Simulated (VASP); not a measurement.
# HPbNO4 (P1) in VASP: reference runs

Aim: a first look at HPbNO4 with PBE, on the cell as given and on a disturbed one.

Everything below comes from runs of VASP 6.6.1. Logs are shortened: lines on timing, memory, paths and dates and some standing lists are left out, and cuts for length are marked.

### 1 The structure

The typed cell holds 14 atoms: a = 4.120 Å, b = 6.427 Å, c = 8.387 Å, α = 67.04°, β = 89.96°, γ = 89.98°.

The cell was built by a generator and needn't be a form met in nature.

### 2 Single point, PBE

Input file INCAR:

```
SYSTEM = HPbNO4
PREC     = Accurate       ! precision mode
ENCUT    = 520            ! plane-wave cutoff, eV
EDIFF    = 1E-7           ! SCF threshold, eV
ISMEAR   = -1             ! smearing method
SIGMA    = 0.05           ! smearing width, eV
LREAL    = .False.        ! projectors in reciprocal space
LASPH    = .True.         ! aspherical terms in the spheres
NELM     = 60             ! most SCF steps
ALGO     = Normal         ! electronic algorithm
ISIF     = 2              ! what is computed and relaxed
LWAVE    = .False.        ! write WAVECAR
LCHARG   = .True.         ! write CHGCAR
GGA      = PE             ! functional
LVHAR    = .True.       
NBANDS   = 57             ! bands
KPAR     = 4
```

Input file KPOINTS:

```
regular mesh
0
Gamma
  7 5 4
  0 0 0
```

Input file POSCAR:

```
HPbNO4
1.0
    4.1204000000     -0.0008100000     -0.0112000000
    0.0040400000      6.4272200000      0.0536000000
    0.0279100000      3.2070700000      7.7499400000
H Pb N O
2 2 2 8
Direct
    0.9036600000      0.2182100000      0.4885100000
    0.4033700000      0.7817700000      0.5114200000
    0.3945500000      0.3086300000      0.7072500000
    0.8948900000      0.6913500000      0.2926600000
    0.6340900000      0.1999000000      0.2073000000
    0.1338600000      0.8001200000      0.7927500000
    0.9082900000      0.3286600000      0.5436900000
    0.5379200000      0.3907600000      0.1949700000
    0.5348300000      0.1127900000      0.1060200000
    0.8371800000      0.0888700000      0.3267200000
    0.4081700000      0.6713200000      0.4562400000
    0.0377400000      0.6092400000      0.8052000000
    0.0342900000      0.8873700000      0.8939700000
    0.3371600000      0.9110100000      0.6733000000
```

Potentials or basis: VASP PAW PBE potentials, release 64 (H, Pb_d, N, O).

The run is started by

```sh
> cat potpaw_PBE.64/H/POTCAR potpaw_PBE.64/Pb_d/POTCAR potpaw_PBE.64/N/POTCAR potpaw_PBE.64/O/POTCAR > POTCAR
> mpirun -np 4 vasp_std > vasp.out
```

OUTCAR:

```text
SYSTEM = HPbNO4
   PREC = Accurate
   ENCUT = 520
   EDIFF = 1E-7
   ISMEAR = -1
   LREAL = .False.
   LASPH = .True.
   NELM = 60
   ISIF = 2
   GGA = PE

 ion  position               nearest neighbor table
   1  0.904  0.218  0.489-   7 0.99
   2  0.403  0.782  0.511-  11 0.99
   3  0.395  0.309  0.707-   7 2.40  11 2.46   7 2.50  14 2.69  12 2.79  13 2.95   4 3.96   4 3.96

   4  0.895  0.691  0.293-  11 2.40   7 2.46  11 2.50  10 2.69   8 2.79   9 2.95   3 3.96   3 3.96

   5  0.634  0.200  0.207-   8 1.25   9 1.25  10 1.29
   6  0.134  0.800  0.793-  12 1.25  13 1.25  14 1.29
   7  0.908  0.329  0.544-   1 0.99   3 2.40   4 2.46   3 2.50
   8  0.538  0.391  0.195-   5 1.25   4 2.79
   9  0.535  0.113  0.106-   5 1.25   4 2.95
  10  0.837  0.089  0.327-   5 1.29   4 2.69
  11  0.408  0.671  0.456-   2 0.99   4 2.40   3 2.46   4 2.50
  12  0.038  0.609  0.805-   6 1.25   3 2.79
  13  0.034  0.887  0.894-   6 1.25   3 2.95
  14  0.337  0.911  0.673-   6 1.29   3 2.69

  LATTYP: Found a triclinic cell.
 ALAT       =     8.3873504134
 B/A-ratio  =     0.7663260086
 C/A-ratio  =     0.4912654293
 COS(alpha) =     0.0004093095
 COS(beta)  =     0.0007408501
 COS(gamma) =     0.3900640650

  Lattice vectors:

 A1 = (  -0.0279100000,  -3.2070700000,  -7.7499400000)
 A2 = (  -0.0040400000,  -6.4272200000,  -0.0536000000)
 A3 = (  -4.1204000000,   0.0008100000,   0.0112000000)

Analysis of symmetry for initial positions (statically):
=====================================================================
 Subroutine PRICEL returns:
 Original cell was already a primitive cell.

 Routine SETGRP: Setting up the symmetry group for a
 triclinic supercell.

 Subroutine GETGRP returns: Found  1 space group operations
 (whereof  1 operations were pure point group operations)
 out of a pool of  2 trial point group operations.

The static configuration has the point symmetry C_1 .

Analysis of symmetry for dynamics (positions and initial velocities):
=====================================================================
 Subroutine PRICEL returns:
 Original cell was already a primitive cell.

 Routine SETGRP: Setting up the symmetry group for a
 triclinic supercell.

 Subroutine GETGRP returns: Found  1 space group operations
 (whereof  1 operations were pure point group operations)
 out of a pool of  2 trial point group operations.

The dynamic configuration has the point symmetry C_1 .

 Subroutine INISYM returns: Found  1 space group operations
 (whereof  1 operations are pure point group operations),
 and found     1 'primitive' translations

----------------------------------------------------------------------------------------

                                     Primitive cell

  volume of cell :     204.5331

  direct lattice vectors                    reciprocal lattice vectors
     4.120400000 -0.000810000 -0.011200000     0.242692644 -0.000145765 -0.000813693
     0.004040000  6.427220000  0.053600000    -0.000144924  0.156127154 -0.064607812
     0.027910000  3.207070000  7.749940000     0.000351735 -0.001080015  0.129478921

  length of vectors
     4.120415301  6.427444765  8.387350413     0.242694051  0.168967093  0.129483903

  position of ions in fractional coordinates (direct lattice)
     0.903660000  0.218210000  0.488510000
     0.403370000  0.781770000  0.511420000
     0.394550000  0.308630000  0.707250000
     0.894890000  0.691350000  0.292660000
     0.634090000  0.199900000  0.207300000
     0.133860000  0.800120000  0.792750000
     0.908290000  0.328660000  0.543690000
     0.537920000  0.390760000  0.194970000
     0.534830000  0.112790000  0.106020000
     0.837180000  0.088870000  0.326720000
     0.408170000  0.671320000  0.456240000
     0.037740000  0.609240000  0.805200000
     0.034290000  0.887370000  0.893970000
     0.337160000  0.911010000  0.673300000

  ion indices of the primitive-cell ions
   primitive index   ion index
                 1           1
                 2           2
                 3           3
                 4           4
                 5           5
                 6           6
                 7           7
                 8           8
                 9           9
                10          10
                11          11
                12          12
                13          13
                14          14

----------------------------------------------------------------------------------------

 KPOINTS: regular mesh

Automatic generation of k-mesh.
 Grid dimensions read from file:
 generate k-points for:    7    5    4

 Generating k-lattice:

  Cartesian coordinates                     Fractional coordinates (reciprocal lattice)
     0.034670378 -0.000020824 -0.000116242     0.142857143 -0.000000000 -0.000000000
    -0.000028985  0.031225431 -0.012921562     0.000000000  0.200000000 -0.000000000
     0.000087934 -0.000270004  0.032369730    -0.000000000 -0.000000000  0.250000000

  Length of vectors
     0.034670579  0.033793419  0.032370976

  Shift w.r.t. Gamma in fractional coordinates (k-lattice)
     0.000000000  0.000000000  0.000000000

 Subroutine IBZKPT returns following result:
 ===========================================

 Found     71 irreducible k-points:

 Following reciprocal coordinates:
            Coordinates               Weight
  0.000000  0.000000  0.000000      1.000000
  0.142857 -0.000000  0.000000      2.000000
  0.285714 -0.000000  0.000000      2.000000
  0.428571 -0.000000  0.000000      2.000000
  0.000000  0.200000  0.000000      2.000000
  0.142857  0.200000  0.000000      2.000000
[... 16 lines left out ...]
 -0.428571  0.000000  0.250000      2.000000
 -0.285714 -0.000000  0.250000      2.000000
 [... further k-points ...]
   k-points           NKPTS =     71   k-points in BZ     NKDIM =     71   number of bands    NBANDS=     57
   number of dos      NEDOS =    301   number of ions     NIONS =     14
   total plane-waves  NPLWV =  98304
   dimension x,y,z NGX =    32 NGY =   48 NGZ =   64
   dimension x,y,z NGXF=    64 NGYF=   96 NGZF=  128
   ions per type =               2   2   2   8
   NGX,Y,Z   is equivalent  to a cutoff of  12.91, 12.42, 12.69 a.u.
   NGXF,Y,Z  is equivalent  to a cutoff of  25.82, 24.83, 25.37 a.u.
 SYSTEM =  HPbNO4
   PREC   = accura    normal or accurate (medium, high low for compatibility)
   ISTART =      0    job   : 0-new  1-cont  2-samecut
   ICHARG =      2    charge: 1-file 2-atom 10-const
   ISPIN  =      1    spin polarized calculation?
   LNONCOLLINEAR =      F non collinear calculations
   LSORBIT =      F    spin-orbit coupling
   LASPH  =      T    aspherical Exc in radial PAW
   ENCUT  =  520.0 eV  38.22 Ry    6.18 a.u.   7.66 11.95 15.59*2*pi/ulx,y,z
   NELM   =     60;   NELMIN=  2; NELMDL= -5     # of ELM steps
   EDIFF  = 0.1E-06   stopping-criterion for ELM
   LREAL  =      F    real-space projection
   EDIFFG = 0.1E-05   stopping-criterion for IOM
   NSW    =      0    number of steps for IOM
   IBRION =     -1    ionic relax: 0-MD 1-quasi-New 2-CG
   NFREE  =      0    steps in history (QN), initial steepest desc. (CG)
   ISIF   =      2    stress and relaxation
   ISYM   =      2    0-nonsym 1-usesym 2-fastsym
   POTIM  = 0.5000    time-step for ionic-motion
   TEBEG  =    0.0;   TEEND  =   0.0 temperature during run
   PSTRESS=    0.0 pullay stress
   NELECT =      88.0000    total number of electrons
   NUPDOWN=      -1.0000    fix difference up-down
   EMIN   =  10.00;   EMAX   =-10.00  energy-range for DOS
   EFERMI =   0.00;   METHOD = LEGACY
   ISMEAR =    -1;   SIGMA  =   0.05  broadening in eV -4-tet -1-fermi 0-gaus
   EFERMI_NEDOS =   21; number of points for ismear=-14 and -15
   IALGO  =     38    algorithm
   IMIX   =      4    mixing-type and parameters
     AMIX     =   0.40;   BMIX     =  1.00
     AMIX_MAG =   1.60;   BMIX_MAG =  1.00
  volume/ion in A,a.u.               =      14.61        98.59
  Fermi-wavevector in a.u.,A,eV,Ry     =   1.235894  2.335501 20.782000  1.527434
  Thomas-Fermi vector in A             =   2.370525
   LORBIT       =      0    0 simple, 1 ext, 2 COOP (PROOUT), +10 PAW based schemes
   GGA     = PE    functional components
   LHFCALC =     F    Hartree Fock is set to
   AEXX    =    0.0000 exact exchange contribution
   IVDW    =     0    specifies the selected vdW correction
   LEPSILON=     F    determine dielectric tensor
   LRPA    =     F    only Hartree local field effects (RPA)
 non-spin polarized calculation
  energy-cutoff  :      520.00
  volume of cell :      204.53
 maximum number of plane-waves:      5531
   NGX = 15   NGY = 23   NGZ = 31

 number of electron      88.0000007 magnetization

 Free energy of the ion-electron system (eV)
  ---------------------------------------------------
  ext. energy  EPLUGINS =         0.00000000
  ---------------------------------------------------
  free energy    TOTEN  =       -81.25907377 eV

  energy without entropy =      -81.25907377  energy(sigma->0) =      -81.25907377

 E-fermi :   1.8192     XC(G=0):  -8.5864

 val. band max:        0.5753326417   @ k =  -0.0000   0.4000   0.5000
 cond. band min:       3.8447148566   @ k =   0.4286   0.4000   0.2500
 fundamental gap:      3.2693822149
 Fermi energy:         1.8192018985

 k-point     1 :       0.0000    0.0000    0.0000
  band No.  band energies     occupation
      1     -24.9877      2.00000
      2     -24.9742      2.00000
      3     -19.6394      2.00000
      4     -19.6296      2.00000
      5     -19.3300      2.00000
      6     -19.2849      2.00000
[... 48 lines left out ...]
     55       9.4550      0.00000
     56      10.1379      0.00000

 k-point     2 :       0.1429   -0.0000    0.0000
  band No.  band energies     occupation
      1     -24.9837      2.00000
      2     -24.9716      2.00000
      3     -19.6376      2.00000
      4     -19.6287      2.00000
      5     -19.3331      2.00000
      6     -19.2924      2.00000
[... 48 lines left out ...]
     55       9.7869      0.00000
     56      10.2477      0.00000

 k-point     3 :       0.2857   -0.0000    0.0000
  band No.  band energies     occupation
      1     -24.9744      2.00000
      2     -24.9660      2.00000
      3     -19.6332      2.00000
      4     -19.6271      2.00000
      5     -19.3386      2.00000
      6     -19.3106      2.00000
[... 1172 lines left out ...]
 k-point    23 :      -0.4286    0.0000    0.2500
  band No.  band energies     occupation
      1     -24.9654      2.00000
      2     -24.9631      2.00000
      3     -19.6290      2.00000
      4     -19.6265      2.00000
      5     -19.3383      2.00000
      6     -19.3302      2.00000
[... 48 lines left out ...]
     55      10.1285      0.00000
     56      10.2505      0.00000

 k-point    24 :      -0.2857   -0.0000    0.2500
  band No.  band energies     occupation
      1     -24.9733      2.00000
      2     -24.9671      2.00000
      3     -19.6336      2.00000
      4     -19.6267      2.00000
      5     -19.3359      2.00000
      6     -19.3135      2.00000
[... 48 lines left out ...]
     55      10.0857      0.00000
     56      10.3168      0.00000

 [... further k-points ...]

 [bands above 56 left out]

------------------------ aborting loop because EDIFF is reached ----------------------------------------

  FORCE on cell =-STRESS in cart. coord.  units (eV):
  Direction    XX          YY          ZZ          XY          YZ          ZX
  --------------------------------------------------------------------------------------
  -------------------------------------------------------------------------------------
  Total        0.2387418      1.4150518      0.5853491     -0.0000396      0.3155750     -0.0026254
  in kB        1.8701462     11.0845840      4.5852396     -0.0003099      2.4720064     -0.0205654
  external PRESSURE =       5.8466566 kB  Pullay stress =       0.0000000 kB

 VOLUME and BASIS-vectors are now :
 -----------------------------------------------------------------------------
  energy-cutoff  :      520.00
  volume of cell :      204.53
      direct lattice vectors                 reciprocal lattice vectors
     4.120400000 -0.000810000 -0.011200000     0.242692644 -0.000145765 -0.000813693
     0.004040000  6.427220000  0.053600000    -0.000144924  0.156127154 -0.064607812
     0.027910000  3.207070000  7.749940000     0.000351735 -0.001080015  0.129478921

 POSITION                                       TOTAL-FORCE (eV/Angst)
 -----------------------------------------------------------------------------------
      3.73796      2.96844      3.78750        -0.002492     -0.094409     -0.045723
      1.67948      6.66444      4.00086        -0.001629      0.094699      0.046164
      1.64669      4.25151      5.49327         0.005863      0.006074      0.013007
      3.69827      5.38131      2.29513         0.005524     -0.005828     -0.012696
      2.61930      1.94911      1.61018         0.042769     -0.005885      0.045464
      0.57691      7.68484      6.18515         0.039740      0.004069     -0.043391
      3.75902      3.85529      4.22101        -0.001463      0.069221      0.039131
      2.22347      3.13635      1.52593        -0.120471      0.389769     -0.020117
      2.20713      1.06451      0.82170        -0.132114     -0.295722     -0.258340
      3.45899      1.61832      2.52745         0.207869     -0.076757      0.231715
      1.69727      5.77758      3.56724        -0.001719     -0.069818     -0.039852
      0.18044      6.49802      6.27248        -0.119947     -0.388185      0.020729
      0.16982      8.57032      6.97539        -0.129518      0.295644      0.258283
      1.41171      8.01431      5.26309         0.207587      0.077129     -0.234375
 -----------------------------------------------------------------------------------
    total drift:                               -0.000872      0.000029      0.000042

  FREE ENERGIE OF THE ION-ELECTRON SYSTEM (eV)
  ---------------------------------------------------
  free  energy   TOTEN  =       -81.2590737664 eV

  energy  without entropy=      -81.2590737664  energy(sigma->0) =      -81.25907377
```

It took 3.3 min on 4 MPI ranks of AMD EPYC 9R45 (Zen 5), shared host; peak memory 0.73 GiB.

Results:

| Item | Value |
| --- | --- |
| Free energy | -81.2591 eV |
| Pressure | 0.6 GPa |
| Largest force | 0.414 eV/Å |
| Band gap on the k mesh | 3.27 eV, indirect (least direct gap 3.36 eV) |

Forces in eV/Å, atoms in the order of the input:
```
H   -0.002 -0.094 -0.046
H   -0.002  0.095  0.046
Pb   0.006  0.006  0.013
Pb   0.006 -0.006 -0.013
N    0.043 -0.006  0.045
N    0.040  0.004 -0.043
O   -0.001  0.069  0.039
O   -0.120  0.390 -0.020
O   -0.132 -0.296 -0.258
O    0.208 -0.077  0.232
O   -0.002 -0.070 -0.040
O   -0.120 -0.388  0.021
O   -0.130  0.296  0.258
O    0.208  0.077 -0.234
```

Levels at points of the mesh, in eV from the valence-band top:
```csv
k point,band 42,band 43,band 44,band 45,band 46,band 47
"(0.00, 0.00, 0.00)",-0.29,-0.21,-0.16,3.36,3.53,4.56
"(0.00, 0.00, 0.50)",-0.44,-0.30,-0.04,3.51,3.53,4.51
```

Caveat: the standard files for N, O and F lose accuracy on very short bonds; spin-orbit coupling is left out, which as a rule narrows the gap of such compounds by several tenths of an eV; an odd mesh through Γ misses points on the zone boundary, where band edges often lie.

[end of part 1 of 2]
